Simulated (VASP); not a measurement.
# Si63B (a cell with a defect) in VASP: relaxation of the atoms with LDA

Aim: the relaxation of the atoms of Si63B (a cell with a defect) with LDA.

Everything below comes from runs of VASP 6.6.1. Logs are shortened: lines on timing, memory, paths and dates and some standing lists are left out, and cuts for length are marked.

**1. Starting point**

The cell holds a defect, 64 atoms: a = 10.862 Å, b = 10.862 Å, c = 10.862 Å, α = 90.00°, β = 90.00°, γ = 90.00°.

The cell was built by a generator and needn't be a form met in nature.

**2. Relaxation of the atoms, LDA**

Contents of INCAR:

```
  PREC = Accurate
  ENCUT = 450
  EDIFF = 1E-6
  ISMEAR = 0
  SIGMA = 0.02
  LREAL = F
  LASPH = T
  NELM = 100
  ALGO = Normal
  ISIF = 2
  LWAVE = F
  LCHARG = F
  IBRION = 2
  NSW = 40
  EDIFFG = -0.02
  NELECT = 256
```

Contents of KPOINTS:

```
regular mesh
0
Gamma
  2 2 2
```

Contents of POSCAR:

```
Si63B
1.0
   10.8620000000      0.0000000000      0.0000000000
    0.0000000000     10.8620000000      0.0000000000
    0.0000000000      0.0000000000     10.8620000000
B Si
1 63
Direct
    0.0000000000      0.0000000000      0.0000000000
    0.0000000000      0.2500000000      0.2500000000
    0.2500000000      0.0000000000      0.2500000000
    0.2500000000      0.2500000000      0.0000000000
    0.1250000000      0.1250000000      0.1250000000
    0.1250000000      0.3750000000      0.3750000000
    0.3750000000      0.1250000000      0.3750000000
    0.3750000000      0.3750000000      0.1250000000
    0.0000000000      0.0000000000      0.5000000000
    0.0000000000      0.2500000000      0.7500000000
    0.2500000000      0.0000000000      0.7500000000
    0.2500000000      0.2500000000      0.5000000000
    0.1250000000      0.1250000000      0.6250000000
    0.1250000000      0.3750000000      0.8750000000
    0.3750000000      0.1250000000      0.8750000000
    0.3750000000      0.3750000000      0.6250000000
    0.0000000000      0.5000000000      0.0000000000
    0.0000000000      0.7500000000      0.2500000000
    0.2500000000      0.5000000000      0.2500000000
    0.2500000000      0.7500000000      0.0000000000
    0.1250000000      0.6250000000      0.1250000000
    0.1250000000      0.8750000000      0.3750000000
    0.3750000000      0.6250000000      0.3750000000
    0.3750000000      0.8750000000      0.1250000000
    0.0000000000      0.5000000000      0.5000000000
    0.0000000000      0.7500000000      0.7500000000
    0.2500000000      0.5000000000      0.7500000000
    0.2500000000      0.7500000000      0.5000000000
    0.1250000000      0.6250000000      0.6250000000
    0.1250000000      0.8750000000      0.8750000000
    0.3750000000      0.6250000000      0.8750000000
    0.3750000000      0.8750000000      0.6250000000
    0.5000000000      0.0000000000      0.0000000000
    0.5000000000      0.2500000000      0.2500000000
    0.7500000000      0.0000000000      0.2500000000
    0.7500000000      0.2500000000      0.0000000000
    0.6250000000      0.1250000000      0.1250000000
    0.6250000000      0.3750000000      0.3750000000
    0.8750000000      0.1250000000      0.3750000000
    0.8750000000      0.3750000000      0.1250000000
    0.5000000000      0.0000000000      0.5000000000
    0.5000000000      0.2500000000      0.7500000000
    0.7500000000      0.0000000000      0.7500000000
    0.7500000000      0.2500000000      0.5000000000
    0.6250000000      0.1250000000      0.6250000000
    0.6250000000      0.3750000000      0.8750000000
    0.8750000000      0.1250000000      0.8750000000
    0.8750000000      0.3750000000      0.6250000000
    0.5000000000      0.5000000000      0.0000000000
    0.5000000000      0.7500000000      0.2500000000
    0.7500000000      0.5000000000      0.2500000000
    0.7500000000      0.7500000000      0.0000000000
    0.6250000000      0.6250000000      0.1250000000
    0.6250000000      0.8750000000      0.3750000000
    0.8750000000      0.6250000000      0.3750000000
    0.8750000000      0.8750000000      0.1250000000
    0.5000000000      0.5000000000      0.5000000000
    0.5000000000      0.7500000000      0.7500000000
    0.7500000000      0.5000000000      0.7500000000
    0.7500000000      0.7500000000      0.5000000000
    0.6250000000      0.6250000000      0.6250000000
    0.6250000000      0.8750000000      0.8750000000
    0.8750000000      0.6250000000      0.8750000000
    0.8750000000      0.8750000000      0.6250000000
```

Potentials or basis: VASP PAW LDA potentials, release 64 (B, Si).

Run with:

```bash
> cat potpaw_LDA.64/B/POTCAR potpaw_LDA.64/Si/POTCAR > POTCAR
> mpirun -np 4 vasp_std > vasp.out
```

OUTCAR:

```text
PREC = Accurate
   ENCUT = 450
   EDIFF = 1E-6
   ISMEAR = 0
   LREAL = F
   LASPH = T
   NELM = 100
   ISIF = 2
   IBRION = 2
   NSW = 40
   EDIFFG = -0.02
   NELECT = 256

 ion  position               nearest neighbor table
   1  0.000  0.000  0.000-   5 2.35  30 2.35  47 2.35  56 2.35
   2  0.000  0.250  0.250-   5 2.35   6 2.35  39 2.35  40 2.35
   3  0.250  0.000  0.250-   5 2.35   7 2.35  22 2.35  24 2.35
   4  0.250  0.250  0.000-   5 2.35   8 2.35  14 2.35  15 2.35
   5  0.125  0.125  0.125-   1 2.35   2 2.35   3 2.35   4 2.35
   6  0.125  0.375  0.375-   2 2.35  12 2.35  19 2.35  25 2.35
[... 56 lines left out ...]
  63  0.875  0.625  0.875-  17 2.35  26 2.35  52 2.35  59 2.35
  64  0.875  0.875  0.625-   9 2.35  26 2.35  43 2.35  60 2.35

  LATTYP: Found a simple cubic cell.
 ALAT       =    10.8620000000

  Lattice vectors:

 A1 = (  10.8620000000,   0.0000000000,   0.0000000000)
 A2 = (   0.0000000000,  10.8620000000,   0.0000000000)
 A3 = (   0.0000000000,   0.0000000000,  10.8620000000)

Analysis of symmetry for initial positions (statically):
=====================================================================
 Subroutine PRICEL returns:
 Original cell was already a primitive cell.

 Routine SETGRP: Setting up the symmetry group for a
 simple cubic supercell.

 Subroutine GETGRP returns: Found 24 space group operations
 (whereof 24 operations were pure point group operations)
 out of a pool of 48 trial point group operations.

The static configuration has the point symmetry T_d .

Analysis of symmetry for dynamics (positions and initial velocities):
=====================================================================
 Subroutine PRICEL returns:
 Original cell was already a primitive cell.

 Routine SETGRP: Setting up the symmetry group for a
 simple cubic supercell.

 Subroutine GETGRP returns: Found 24 space group operations
 (whereof 24 operations were pure point group operations)
 out of a pool of 48 trial point group operations.

The dynamic configuration has the point symmetry T_d .

 Subroutine INISYM returns: Found 24 space group operations
 (whereof 24 operations are pure point group operations),
 and found     1 'primitive' translations

----------------------------------------------------------------------------------------

                                     Primitive cell

  volume of cell :    1281.5318

  direct lattice vectors                    reciprocal lattice vectors
    10.862000000  0.000000000  0.000000000     0.092064077  0.000000000  0.000000000
     0.000000000 10.862000000  0.000000000     0.000000000  0.092064077  0.000000000
     0.000000000  0.000000000 10.862000000     0.000000000  0.000000000  0.092064077

  length of vectors
    10.862000000 10.862000000 10.862000000     0.092064077  0.092064077  0.092064077

  position of ions in fractional coordinates (direct lattice)
     0.000000000  0.000000000  0.000000000
     0.000000000  0.250000000  0.250000000
     0.250000000  0.000000000  0.250000000
     0.250000000  0.250000000  0.000000000
     0.125000000  0.125000000  0.125000000
     0.125000000  0.375000000  0.375000000
[... 56 lines left out ...]
     0.875000000  0.625000000  0.875000000
     0.875000000  0.875000000  0.625000000

  ion indices of the primitive-cell ions
   primitive index   ion index
                 1           1
                 2           2
                 3           3
                 4           4
                 5           5
                 6           6
[... 56 lines left out ...]
                63          63
                64          64

----------------------------------------------------------------------------------------

 KPOINTS: regular mesh

Automatic generation of k-mesh.
 Grid dimensions read from file:
 generate k-points for:    2    2    2

 Generating k-lattice:

  Cartesian coordinates                     Fractional coordinates (reciprocal lattice)
     0.046032038  0.000000000  0.000000000     0.500000000  0.000000000  0.000000000
     0.000000000  0.046032038  0.000000000     0.000000000  0.500000000  0.000000000
     0.000000000  0.000000000  0.046032038     0.000000000  0.000000000  0.500000000

  Length of vectors
     0.046032038  0.046032038  0.046032038

  Shift w.r.t. Gamma in fractional coordinates (k-lattice)
     0.000000000  0.000000000  0.000000000

 Subroutine IBZKPT returns following result:
 ===========================================

 Found      4 irreducible k-points:

 Following reciprocal coordinates:
            Coordinates               Weight
  0.000000  0.000000  0.000000      1.000000
  0.500000  0.000000  0.000000      3.000000
  0.500000  0.500000  0.000000      3.000000
  0.500000  0.500000  0.500000      1.000000
   k-points           NKPTS =      4   k-points in BZ     NKDIM =      4   number of bands    NBANDS=    164
   number of dos      NEDOS =    301   number of ions     NIONS =     64
   total plane-waves  NPLWV = 512000
   dimension x,y,z NGX =    80 NGY =   80 NGZ =   80
   dimension x,y,z NGXF=   160 NGYF=  160 NGZF=  160
   ions per type =               1  63
   NGX,Y,Z   is equivalent  to a cutoff of  12.24, 12.24, 12.24 a.u.
   NGXF,Y,Z  is equivalent  to a cutoff of  24.49, 24.49, 24.49 a.u.
 SYSTEM =  unknown system
   PREC   = accura    normal or accurate (medium, high low for compatibility)
   ISTART =      0    job   : 0-new  1-cont  2-samecut
   ICHARG =      2    charge: 1-file 2-atom 10-const
   ISPIN  =      1    spin polarized calculation?
   LNONCOLLINEAR =      F non collinear calculations
   LSORBIT =      F    spin-orbit coupling
   LASPH  =      T    aspherical Exc in radial PAW
   ENCUT  =  450.0 eV  33.07 Ry    5.75 a.u.  18.79 18.79 18.79*2*pi/ulx,y,z
   NELM   =    100;   NELMIN=  2; NELMDL= -5     # of ELM steps
   EDIFF  = 0.1E-05   stopping-criterion for ELM
   LREAL  =      F    real-space projection
   EDIFFG = -.2E-01   stopping-criterion for IOM
   NSW    =     40    number of steps for IOM
   IBRION =      2    ionic relax: 0-MD 1-quasi-New 2-CG
   NFREE  =      1    steps in history (QN), initial steepest desc. (CG)
   ISIF   =      2    stress and relaxation
   ISYM   =      2    0-nonsym 1-usesym 2-fastsym
   POTIM  = 0.5000    time-step for ionic-motion
   TEBEG  =    0.0;   TEEND  =   0.0 temperature during run
   PSTRESS=    0.0 pullay stress
   NELECT =     256.0000    total number of electrons
   NUPDOWN=      -1.0000    fix difference up-down
   EMIN   =  10.00;   EMAX   =-10.00  energy-range for DOS
   EFERMI =   0.00;   METHOD = LEGACY
   ISMEAR =     0;   SIGMA  =   0.02  broadening in eV -4-tet -1-fermi 0-gaus
   EFERMI_NEDOS =   21; number of points for ismear=-14 and -15
   IALGO  =     38    algorithm
   IMIX   =      4    mixing-type and parameters
     AMIX     =   0.40;   BMIX     =  1.00
     AMIX_MAG =   1.60;   BMIX_MAG =  1.00
  volume/ion in A,a.u.               =      20.02       135.13
  Fermi-wavevector in a.u.,A,eV,Ry     =   0.956999  1.808467 12.460868  0.915848
  Thomas-Fermi vector in A             =   2.085978
   LORBIT       =      0    0 simple, 1 ext, 2 COOP (PROOUT), +10 PAW based schemes
   GGA     = CA    functional components
   LHFCALC =     F    Hartree Fock is set to
   AEXX    =    0.0000 exact exchange contribution
   IVDW    =     0    specifies the selected vdW correction
   LEPSILON=     F    determine dielectric tensor
   LRPA    =     F    only Hartree local field effects (RPA)
 conjugate gradient relaxation of ions
 non-spin polarized calculation
 Gauss-broadening in eV      SIGMA  =   0.02
  energy-cutoff  :      450.00
  volume of cell :     1281.53
 maximum number of plane-waves:     27832
 NGX is ok and might be reduce to    80
   NGX = 37   NGY = 37   NGZ = 37

--------------------------------------- Ionic step        1  -------------------------------------------

 number of electron     256.0000034 magnetization

 Free energy of the ion-electron system (eV)
  ---------------------------------------------------
  ext. energy  EPLUGINS =         0.00000000
  ---------------------------------------------------
  free energy    TOTEN  =      -374.69550419 eV

  energy without entropy =     -374.69550419  energy(sigma->0) =     -374.69550419

------------------------ aborting loop because EDIFF is reached ----------------------------------------

  FORCE on cell =-STRESS in cart. coord.  units (eV):
  Direction    XX          YY          ZZ          XY          YZ          ZX
  --------------------------------------------------------------------------------------
  -------------------------------------------------------------------------------------
  Total       -8.3243305     -8.3243305     -8.3243305      0.0000000      0.0000000      0.0000000
  in kB      -10.4071186    -10.4071186    -10.4071186      0.0000000      0.0000000      0.0000000
  external PRESSURE =     -10.4071186 kB  Pullay stress =       0.0000000 kB
[... 275 lines left out ...]
  FREE ENERGIE OF THE ION-ELECTRON SYSTEM (eV)
  ---------------------------------------------------
  free  energy   TOTEN  =      -375.8269531880 eV

  energy  without entropy=     -375.8269531880  energy(sigma->0) =     -375.82695319

[... ionic steps 4 to 7 ...]

--------------------------------------- Ionic step        8  -------------------------------------------

 number of electron     256.0000016 magnetization

------------------------ aborting loop because EDIFF is reached ----------------------------------------
[... 191 lines left out ...]
--------------------------------------- Ionic step       10  -------------------------------------------

 number of electron     256.0000016 magnetization

 Free energy of the ion-electron system (eV)
  ---------------------------------------------------
  ext. energy  EPLUGINS =         0.00000000
  ---------------------------------------------------
  free energy    TOTEN  =      -376.09211830 eV

  energy without entropy =     -376.09211830  energy(sigma->0) =     -376.09211830

 E-fermi :   5.8494     XC(G=0):  -9.5985

 val. band max:        5.7236075185   @ k =   0.0000   0.0000   0.0000
 cond. band min:       6.2136090932   @ k =   0.5000   0.0000   0.0000
 fundamental gap:      0.4900015747
 Fermi energy:         5.8493585773

 k-point     1 :       0.0000    0.0000    0.0000
  band No.  band energies     occupation
      1      -6.2314      2.00000
      2      -5.1633      2.00000
      3      -5.1479      2.00000
      4      -5.1479      2.00000
      5      -5.1479      2.00000
      6      -5.1478      2.00000
[... 561 lines left out ...]
    139       7.1384      0.00000
    140       7.1384      0.00000
 [bands above 140 left out]

------------------------ aborting loop because EDIFF is reached ----------------------------------------

  FORCE on cell =-STRESS in cart. coord.  units (eV):
  Direction    XX          YY          ZZ          XY          YZ          ZX
  --------------------------------------------------------------------------------------
  -------------------------------------------------------------------------------------
  Total      -11.8972257    -11.8972257    -11.8972257      0.0000000      0.0000000     -0.0000000
  in kB      -14.8739695    -14.8739695    -14.8739695      0.0000000      0.0000000     -0.0000000
  external PRESSURE =     -14.8739695 kB  Pullay stress =       0.0000000 kB
[... 79 lines left out ...]
  FREE ENERGIE OF THE ION-ELECTRON SYSTEM (eV)
  ---------------------------------------------------
  free  energy   TOTEN  =      -376.0921182984 eV

  energy  without entropy=     -376.0921182984  energy(sigma->0) =     -376.09211830

 reached required accuracy - stopping structural energy minimisation
```

Run time: 85 min. Hardware: 4 MPI ranks of Intel Xeon Platinum 8175M at 2.50GHz (Skylake/Cascade Lake), shared host; peak memory 0.4 GiB.

What came out:

| Quantity | Value |
| --- | --- |
| Free energy | -376.0921 eV |
| Energy gained by relaxing | 21.8 meV/atom |
| Ionic steps | 10 |
| Largest force after relaxing | 0.017 eV/Å |
| Band gap on the k mesh | 0.49 eV, indirect (least direct gap 0.55 eV) |

Forces in eV/Å, atoms in the order of the input:
```
B    0.000  0.000  0.000
Si  -0.004 -0.001 -0.001
Si  -0.001 -0.004 -0.001
Si  -0.001 -0.001 -0.004
Si  -0.003 -0.003 -0.003
Si  -0.003 -0.005 -0.005
Si  -0.005 -0.003 -0.005
Si  -0.005 -0.005 -0.003
Si   0.000  0.000  0.000
Si   0.004 -0.001  0.001
Si  -0.001  0.004  0.001
Si   0.000  0.000 -0.003
Si   0.001  0.001 -0.008
Si   0.001  0.008 -0.001
Si   0.008  0.001 -0.001
Si  -0.010 -0.010  0.010
Si   0.000  0.000  0.000
Si   0.004  0.001 -0.001
Si   0.000 -0.003  0.000
Si  -0.001  0.001  0.004
Si   0.001 -0.008  0.001
Si   0.001 -0.001  0.008
Si  -0.010  0.010 -0.010
Si   0.008 -0.001  0.001
Si   0.000  0.000  0.000
Si  -0.004  0.001  0.001
Si   0.000  0.003  0.000
Si   0.000  0.000  0.003
Si  -0.003  0.005  0.005
Si  -0.003  0.003  0.003
Si  -0.005  0.005  0.003
Si  -0.005  0.003  0.005
Si   0.000  0.000  0.000
Si  -0.003  0.000  0.000
Si   0.001  0.004 -0.001
Si   0.001 -0.001  0.004
Si  -0.008  0.001  0.001
Si   0.010 -0.010 -0.010
Si  -0.001  0.001  0.008
Si  -0.001  0.008  0.001
Si   0.000  0.000  0.000
Si   0.003  0.000  0.000
Si   0.001 -0.004  0.001
Si   0.000  0.000  0.003
Si   0.005 -0.003  0.005
Si   0.005 -0.005  0.003
Si   0.003 -0.003  0.003
Si   0.003 -0.005  0.005
Si   0.000  0.000  0.000
Si   0.003  0.000  0.000
Si   0.000  0.003  0.000
Si   0.001  0.001 -0.004
Si   0.005  0.005 -0.003
Si   0.005  0.003 -0.005
Si   0.003  0.005 -0.005
Si   0.003  0.003 -0.003
Si   0.000  0.000  0.000
Si  -0.003  0.000  0.000
Si   0.000 -0.003  0.000
Si   0.000  0.000 -0.003
Si   0.010  0.010  0.010
Si  -0.008 -0.001 -0.001
Si  -0.001 -0.008 -0.001
Si  -0.001 -0.001 -0.008
```

The path:
| step | energy change (eV) | largest force (eV/Å) | pressure (GPa) |
| --- | --- | --- | --- |
| 1 | 0.0000 | 2.1631 | -1.04 |
| 2 | -0.7636 | 1.3558 | -1.24 |
| 3 | -1.1314 | 0.6081 | -1.40 |
| 4 | -1.3241 | 0.2263 | -1.46 |
| 5 | -1.3345 | 0.2776 | -1.47 |
| 6 | -1.3886 | 0.0787 | -1.48 |
| 7 | -1.3900 | 0.0659 | -1.49 |
| 8 | -1.3953 | 0.0260 | -1.49 |
| 9 | -1.3958 | 0.0470 | -1.49 |
| 10 | -1.3966 | 0.0165 | -1.49 |

Final structure:
```
CELL_PARAMETERS angstrom
10.86200 0.00000 0.00000
0.00000 10.86200 0.00000
0.00000 0.00000 10.86200
ATOMIC_POSITIONS crystal
B 0.00000 0.00000 0.00000
Si 0.00159 0.24538 0.24538
Si 0.24538 0.00159 0.24538
Si 0.24538 0.24538 0.00159
Si 0.11052 0.11052 0.11052
Si 0.12449 0.37315 0.37315
Si 0.37315 0.12449 0.37315
Si 0.37315 0.37315 0.12449
Si 0.00000 0.00000 0.50000
Si 0.99841 0.24538 0.75462
Si 0.24538 0.99841 0.75462
Si 0.24968 0.24968 0.49995
Si 0.12497 0.12497 0.62616
Si 0.12497 0.37384 0.87503
Si 0.37384 0.12497 0.87503
Si 0.37500 0.37500 0.62500
Si 0.00000 0.50000 0.00000
Si 0.99841 0.75462 0.24538
Si 0.24968 0.49995 0.24968
Si 0.24538 0.75462 0.99841
Si 0.12497 0.62616 0.12497
Si 0.12497 0.87503 0.37384
Si 0.37500 0.62500 0.37500
Si 0.37384 0.87503 0.12497
Si 0.00000 0.50000 0.50000
Si 0.00159 0.75462 0.75462
Si 0.24968 0.50005 0.75032
Si 0.24968 0.75032 0.50005
Si 0.12449 0.62685 0.62685
Si 0.11052 0.88948 0.88948
Si 0.37315 0.62685 0.87551
Si 0.37315 0.87551 0.62685
Si 0.50000 0.00000 0.00000
Si 0.49995 0.24968 0.24968
Si 0.75462 0.99841 0.24538
Si 0.75462 0.24538 0.99841
Si 0.62616 0.12497 0.12497
Si 0.62500 0.37500 0.37500
Si 0.87503 0.12497 0.37384
Si 0.87503 0.37384 0.12497
Si 0.50000 0.00000 0.50000
Si 0.50005 0.24968 0.75032
Si 0.75462 0.00159 0.75462
Si 0.75032 0.24968 0.50005
Si 0.62685 0.12449 0.62685
Si 0.62685 0.37315 0.87551
Si 0.88948 0.11052 0.88948
Si 0.87551 0.37315 0.62685
Si 0.50000 0.50000 0.00000
Si 0.50005 0.75032 0.24968
Si 0.75032 0.50005 0.24968
Si 0.75462 0.75462 0.00159
Si 0.62685 0.62685 0.12449
Si 0.62685 0.87551 0.37315
Si 0.87551 0.62685 0.37315
Si 0.88948 0.88948 0.11052
Si 0.50000 0.50000 0.50000
Si 0.49995 0.75032 0.75032
Si 0.75032 0.49995 0.75032
Si 0.75032 0.75032 0.49995
Si 0.62500 0.62500 0.62500
Si 0.62616 0.87503 0.87503
Si 0.87503 0.62616 0.87503
Si 0.87503 0.87503 0.62616
```

Caveat: the cell carries a net charge on a neutralising background, which shifts energy and pressure; the cell is charged against a uniform background, so pressure and absolute levels hang on convention.
